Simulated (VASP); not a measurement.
Runs of VASP 6.6.1 on InP. Symmetry: F-43m, No. 216, cubic system. The conventional cell has a = 5.861 Å, b = 5.861 Å, c = 5.861 Å, α = 90.00°, β = 90.00°, γ = 90.00°. In (site symmetry -43m) is surrounded by 4 P at 2.54 Å. P (site symmetry -43m) has 4 In at 2.54 Å as nearest neighbours. 

```csv
k mesh,cutoff (eV),mesh quality,gap on the mesh (eV),pressure (GPa)
4 × 4 × 4,520,coarse,0.70,(a)
8 × 8 × 8,600,not flagged,0.71,3.3
8 × 8 × 8,350,not flagged,0.71,3.0
10 × 10 × 10,520,not flagged,0.71,3.3
14 × 14 × 14,520,not flagged,0.71,3.4
8 × 8 × 8,400,not flagged,0.71,3.3
8 × 8 × 8,450,not flagged,0.71,3.3
8 × 8 × 8,520,not flagged,0.71,3.3
```

Alike in all rows: task single point; level PBE; potentials or basis VASP PAW PBE potentials, release 64 (In_d, P); no spin polarisation; cell as given; smearing gaussian 0.02 eV.

Estimate the missing entries.

(a) 3.5.

Caveats: some runs use coarse meshes; spin-orbit coupling is left out, which moves the levels of the heavy elements.

A k mesh can miss the band edges, and the runs leave out spin-orbit coupling on In.

Not every run made on this cell is shown here.
